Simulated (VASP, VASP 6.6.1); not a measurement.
# Lattice constant of cubic Nb₃Sn: PBEsol within 1 % of X-ray diffraction, on the short side

## The question

The reference is the cubic lattice constant of A15 Nb₃Sn, a = 5.2882 ± 0.0002 Å, from X-ray diffraction on a hot-isostatically-pressed polycrystal annealed finally at 1400 °C ("Evidence that the upper critical field of Nb3Sn is independent of whether it is cubic or tetragonal", 2011, arXiv:1102.5118). The sample is slightly Sn-poor, with 24.6 at% Sn, and the temperature of the diffraction measurement is not given with the value. A companion sample annealed at 1600 °C, with 24.5 at% Sn, has 5.2872 ± 0.0006 Å. A slightly Sn-rich polycrystal measured at room temperature by powder diffraction with Rietveld refinement has 5.293 ± 0.001 Å ("Specific heat of Nb_3Sn: The case for a second energy gap", 2004, arXiv:cond-mat/0403590). The Sn-rich value lies above the other two by far more than the stated uncertainties, and composition is an obvious candidate for the difference.

| compared with | measured | source's wording or label | T (K) | method |
| --- | --- | --- | --- | --- |
| lattice constant a of the conventional cell (Å) | 5.2882 ± 0.0002 | a0 of cubic A15 phase | – | X-ray diffraction * |
| lattice constant a of the conventional cell (Å) | 5.2872 ± 0.0006 | a0 of cubic A15 phase | – | X-ray diffraction |
| lattice constant a of the conventional cell (Å) | 5.293 ± 0.001 | cubic lattice parameter at room temperature | room temperature | X-ray powder diffraction, Rietveld refinement |

Where a quantity has several values, deviations refer to the one marked *.

Conditions are those given with the value in the passage it was taken from; "not stated" means there, and the paper may say more elsewhere. The values are a selection: others may have been left out beforehand as unlike or outlying.

## How to go about it

I want the lattice constant of stoichiometric, cubic Nb₃Sn within 1 % of the reference. One per cent in length is three per cent in volume, about the point at which a wrong cell begins to matter for the density of states at the Fermi level and for the phonons of this compound. It also leaves room for what the model omits. The nuclei are static, and I expect thermal expansion up to room temperature and zero-point motion together to lengthen a by roughly 0.2 to 0.3 %. The samples are also slightly off stoichiometry.

The model is the eight-atom cubic cell with Pm-3n symmetry kept, so the low-temperature tetragonal distortion is excluded. The starting cell comes from a published refinement with a = 5.282 Å, a little below the reference, and is stretched by 3 % in volume so that the relaxation has to find its own way back.

I go straight to PBEsol, a gradient functional made for the equilibrium volumes of dense solids. LDA would overbind and give too short a cell, so I skip it. After the first relaxation I will test cutoff and k mesh at the PBEsol level, then set PBE beside it for scale.

System: Nb3Sn; Pm-3n (No. 223), 8 atoms in the cell; conventional a = 5.282 A, from a published structure refinement (COD).

On the selection of runs and values: 1 further cited values are not listed: repeats, values quoted from earlier work, more than five for one quantity or six quantities, or quantities that fewer than three runs give.

## 1. PBEsol relaxation of the cubic cell

This run carries the answer, so it comes first. I expect a to come out slightly below the reference, by a few tenths of a per cent, since the static cell lacks thermal and zero-point expansion.

**Run 1.** VASP 6.6.1: PBEsol; 450 eV, 6x6x6 k mesh; cell and atoms relaxed, relaxed twice, LASPH on.

Key lines of the input:
```
ALGO = Normal
EDIFF = 1E-06
EDIFFG = -0.006
ENCUT = 450
GGA = PS
IBRION = 2
ISIF = 3
ISMEAR = 1
LASPH = .TRUE.
NBANDS = 65
NELM = 100
NSW = 50
PREC = Accurate
SIGMA = 0.15
KPOINTS: Gamma, 6 6 6
PAW data sets: Sn_d Nb_sv (PBE 64)
```

Command:
```
mpirun -np 8 vasp_std
```

Selected lines of the output:
```
   4 F= -.75961323E+02 E0= -.75954414E+02  d E =-.159032E+00
[second pass]
   3 F= -.75950930E+02 E0= -.75944022E+02  d E =-.874255E-05
  external PRESSURE =      -0.0370408 kB  Pullay stress =       0.0000000 kB
     5.254333211 -0.000000000 -0.000000000     0.190319106 -0.000000000  0.000000000
```

Converged; 2.5 min on 8 cores of Intel Xeon 6975P-C (Granite Rapids), shared host.

| quantity | run 1 | measured | deviation |
| --- | --- | --- | --- |
| lattice constant a of the conventional cell (Å) | 5.2543 | 5.2882 ± 0.0002 | −0.0339 (−0.6 %) |
| volume of the conventional cell (Å³) | 145.06 |  |  |
| space group at the end | Pm-3n |  |  |
| pressure left at the end (GPa) | −0.00370 |  |  |

PBEsol gives a = 5.2543 Å, 0.6 % below the reference and inside the target. The sign is the one I expected, but the gap is wider than the 0.2 to 0.3 % I allowed for thermal and zero-point expansion, so part of it must come from elsewhere.

The energy at the end of the second pass lies about 0.010 eV per cell above that of the first. The first pass kept the plane waves of the stretched cell, and the second started with a basis rebuilt for the smaller one. That is a reason to test the cutoff directly.

## 2. Higher cutoff and denser k mesh

I raise the cutoff to 600 eV and, separately, the mesh to 8×8×8, each against the first run. The mesh concerns me more, because Nb₃Sn has sharp structure in the density of states near the Fermi level. I expect both shifts to be well below the 0.0339 Å that separates PBEsol from the reference.

**Run 2.** VASP 6.6.1: PBEsol; 600 eV, 6x6x6 k mesh; cell and atoms relaxed, relaxed twice, LASPH on.

Key lines of the input, as changed from run 1:
```diff
- ENCUT = 450
+ ENCUT = 600
```

Selected lines of the output:
```
   4 F= -.75955786E+02 E0= -.75948865E+02  d E =-.152802E+00
[second pass]
   1 F= -.75952934E+02 E0= -.75946014E+02  d E =-.759529E+02
      direct lattice vectors                 reciprocal lattice vectors
```

Converged; wall time 2.3 min.

**Run 3.** VASP 6.6.1: PBEsol; 450 eV, 8x8x8 k mesh; cell and atoms relaxed, relaxed twice, LASPH on.

Key lines of the input, as changed from run 1:
```diff
- KPOINTS: Gamma, 6 6 6
+ KPOINTS: Gamma, 8 8 8
```

Selected lines of the output:
```
  external PRESSURE =      -0.5232399 kB  Pullay stress =       0.0000000 kB
```

Converged; wall time 2.6 min.

| quantity | run 2 | run 3 | measured |
| --- | --- | --- | --- |
| lattice constant a of the conventional cell (Å) | 5.2562 | 5.2555 | 5.2882 ± 0.0002 |
| volume of the conventional cell (Å³) | 145.21 | 145.16 |  |
| space group at the end | Pm-3n | Pm-3n |  |
| pressure left at the end (GPa) | −0.00398 | −0.05232 |  |

The higher cutoff lengthens a by 0.0019 Å and the denser mesh by 0.0012 Å. Both shifts go towards the reference, and both are small against the gap of 0.0339 Å. The mesh shift is also blurred by the stopping threshold: the 8×8×8 run ended at −0.052 GPa, which for a bulk modulus of very roughly 160 GPa corresponds to several ten-thousandths of an ångström, in the direction of a shorter cell.

The step in energy between the two passes falls from about 0.010 to 0.003 eV at 600 eV, as it should if it comes from the plane-wave basis. PBEsol stays about 0.6 % short in all three runs, so neither setting accounts for the miss beyond thermal and zero-point expansion.

## 3. PBE for scale

I now want to know how much the choice of gradient functional matters here. PBE usually gives longer lattice constants than PBEsol, by about 1 % in metals, so I expect it to land above the reference. I keep 450 eV and 6×6×6 to compare with the first run. This relaxation is done in a single pass, so its basis stays that of the stretched starting cell; on the evidence of the cutoff test that should matter little against a difference between functionals.

**Run 4.** VASP 6.6.1: PBE; 450 eV, 6x6x6 k mesh; cell and atoms relaxed, LASPH on.

Key lines of the input, as changed from run 1:
```diff
- GGA = PS
+ GGA = PE
```

Selected lines of the output:
```
     5.314573578  0.000000000  0.000000000     0.188161851 -0.000000000 -0.000000000
```

Converged; wall time 1.9 min.

| quantity | run 4 | measured | deviation |
| --- | --- | --- | --- |
| lattice constant a of the conventional cell (Å) | 5.3146 | 5.2882 ± 0.0002 | +0.0264 (+0.5 %) |
| volume of the conventional cell (Å³) | 150.11 |  |  |
| space group at the end | Pm-3n |  |  |
| pressure left at the end (GPa) | −0.00537 |  |  |

PBE gives 5.3146 Å, 0.5 % above the reference and also inside the target. The two functionals differ by about 0.060 Å, roughly thirty times the shift from the higher cutoff, so the choice of functional dominates the numerical settings tested. The single pass does little harm here, because the PBE cell ends only about 1 % in volume below its starting cell.

On the raw deviations PBE looks slightly closer, but both cells are static. Thermal and zero-point expansion would lengthen them, which brings PBEsol nearer to the reference and takes PBE further away. With the allowance from the plan, PBEsol would remain roughly 0.3 to 0.4 % short and PBE would be roughly 0.7 to 0.8 % long. I stop here, since the PBEsol result meets the target at each of the settings tested.

## The runs side by side

| run | settings | lattice constant a of the conventional cell (Å) | deviation | cost |
| --- | --- | --- | --- | --- |
| 1 | PBEsol, 450 eV, 6x6x6 k mesh, relaxed twice | 5.2543 | −0.0339 (−0.6 %) | 20 core-min |
| 2 | PBEsol, 600 eV, 6x6x6 k mesh, relaxed twice | 5.2562 | −0.0320 (−0.6 %) | 19 core-min |
| 3 | PBEsol, 450 eV, 8x8x8 k mesh, relaxed twice | 5.2555 | −0.0327 (−0.6 %) | 21 core-min |
| 4 | PBE, 450 eV, 6x6x6 k mesh | 5.3146 | +0.0264 (+0.5 %) | 15 core-min |
|  | measured | 5.2882 ± 0.0002 |  |  |

Further runs on the same system, made beside this series (convergence steps with loose settings among them):

| further | settings | lattice constant a of the conventional cell (Å) | deviation | cost |
| --- | --- | --- | --- | --- |
| F1 | r2SCAN, 450 eV, 6x6x6 k mesh, relaxed twice | 5.3014 | +0.0133 (+0.3 %) | 33 core-min |
| F2 | r2SCAN + rVV10, 450 eV, 6x6x6 k mesh, relaxed twice | 5.2885 | +0.0003 (+0.0 %) | 55 core-min |
| F3 | vdW-DF-cx, 450 eV, 6x6x6 k mesh, relaxed twice | 5.2629 | −0.0253 (−0.5 %) | 45 core-min |
| F4 | PBEsol + D3(BJ), 450 eV, 6x6x6 k mesh, relaxed twice | 5.1927 | −0.0955 (−1.8 %) | 30 core-min |
| F5 | PBEsol + D4, 450 eV, 6x6x6 k mesh, relaxed twice | 5.2350 | −0.0532 (−1.0 %) | 14 core-min |
| F6 | LDA, 450 eV, 6x6x6 k mesh, relaxed twice | 5.2191 | −0.0691 (−1.3 %) | 23 core-min |
| F7 | PBEsol, 290 eV, 6x6x6 k mesh, relaxed twice | 5.2455 | −0.0427 (−0.8 %) | 7.1 core-min |
| F8 | PBEsol, 450 eV, 3x3x3 k mesh, relaxed twice | 5.2532 | −0.0350 (−0.7 %) | 3.1 core-min |
|  | measured | 5.2882 ± 0.0002 |  |  |

## What the runs support

PBEsol meets the 1 % target. At 600 eV it gives a = 5.2562 Å, 0.6 % below the reference, for about 20 core-minutes.

The cutoff and mesh checks each moved a by less than 0.002 Å; the two tighter settings combined are not shown in this report. Even a 3×3×3 mesh changes a by only 0.0011 Å, at a fraction of the cost. Dropping the cutoff to 290 eV costs more accuracy, shortening the cell by 0.0088 Å, though it still passes.

The static cell should be too short. If the reference was taken near room temperature, thermal and zero-point expansion explain roughly 0.2 to 0.3 % of the gap, leaving PBEsol 0.3 to 0.4 % short. I put most of that down to the functional. Composition probably doesn't help: the reference sample is slightly Sn-poor, and the Sn-rich one has the longer cell, so a stoichiometric crystal may lie further from PBEsol.

PBE also passes, 0.5 % long, but expansion would widen its error. LDA misses at −1.3 %, which bears out skipping it. Adding dispersion to PBEsol shortens a cell that is already short: D3(BJ) misses clearly, D4 by a hair.

PBEsol is not the closest level. r2SCAN + rVV10 falls almost exactly on the reference, but a static cell ought not to, and with expansion it would be roughly 0.2 to 0.3 % long. That is slightly closer than corrected PBEsol, but the margin is no larger than the difference of about 0.1 % between the measured samples. I therefore can't rank these two firmly without the temperature of the reference measurement and a calculated expansion.

[Logs are printed without paths, hosts, clocks, repeated set-up lines and the standing remarks that a program may print on its own settings, such as how far it seeks lower states.]

[The runs shown are a pick from a larger set of finished runs; failed, doubtful and other runs were left out of it ahead of writing. So were measured values far from every level or from commonly accepted values, and agreement can look better than it is. Lines of input and output are excerpts and may be shortened.]
